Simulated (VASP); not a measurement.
Level of theory: PBEsol GGA, VASP's PBE PAW potentials (set 64) (plane waves; VASP).

VASP input:

File POSCAR:
```
FePt
1.0
  2.6825025067   0.0000000000   0.0000000000
  0.0000000000   2.6825025067   0.0000000000
  0.0000000000   0.0000000000   3.7273735393
Fe Pt
1 1
Cart
  0.0000000000   0.0000000000   3.7273735393
  1.3412512534   1.3412512534   1.8636867696
```

**KPOINTS**
```
kpoints
0
gamma
  14 14 10
0 0 0
```

### INCAR
```
# general
SYSTEM =FePt
PREC   =Accurate
ENCUT  =500   # plane-wave cut-off (eV)
LREAL  =.FALSE.   # projection in real space or not
LASPH  =.TRUE.   # aspherical one-centre terms

# electronic loop
EDIFF  =1E-6
NELM   =100
ALGO   =Normal
LMAXMIX=6

# smearing
ISMEAR =1   # Methfessel-Paxton
SIGMA  =0.1

# functional
GGA    =PS

# spin
ISPIN  =2
MAGMOM =2.9 0.3

# ions
IBRION =2
NSW    =40   # most ionic steps
ISIF   =3
EDIFFG =-0.02

# output
LWAVE  =.FALSE.
LCHARG =.FALSE.
LORBIT =10
```

POTCAR, in this order: Fe Pt (PBE.64 set). Program: vasp_std.

Unless said otherwise, spin-orbit coupling is left out, though it shifts the bands of the heavy elements here.

**Question.** Predict the energy per atom (σ→0), cell moment, volume per atom, band gap (on the k-mesh).

**Answer.** 
The energy per atom (σ→0) is -8.146 eV/atom, the cell moment is 3.21 μB and the band gap (on the k-mesh) is none (metal, semimetal or under 0.01 eV). The volume per atom is 13.40 Å^3/atom.

OSZICAR:
```
...
DAV:   1    -0.162924494483E+02   -0.91423E-03   -0.34799E-02 14493   0.155E+00    0.178E-01
DAV:   2    -0.162919924180E+02    0.45703E-03   -0.20960E-03 18664   0.848E-01    0.174E-01
DAV:   3    -0.162918106826E+02    0.18174E-03   -0.10883E-03 16499   0.910E-01    0.119E-01
DAV:   4    -0.162917164157E+02    0.94267E-04   -0.16035E-04 17707   0.293E-01    0.457E-02
DAV:   5    -0.162917087508E+02    0.76649E-05   -0.17475E-05 18789   0.490E-02    0.149E-02
DAV:   6    -0.162917066955E+02    0.20553E-05   -0.28845E-06 12073   0.356E-02    0.463E-03
DAV:   7    -0.162917066996E+02   -0.41055E-08   -0.50709E-07  7159   0.108E-02
   2 F= -.16291707E+02 E0= -.16291975E+02  d E =-.171670E-03  mag=     3.2056
```

The compound is FePt in the L1_0 structure. This run relaxes it. Symmetry was kept, so distortions that lower it aren't found.
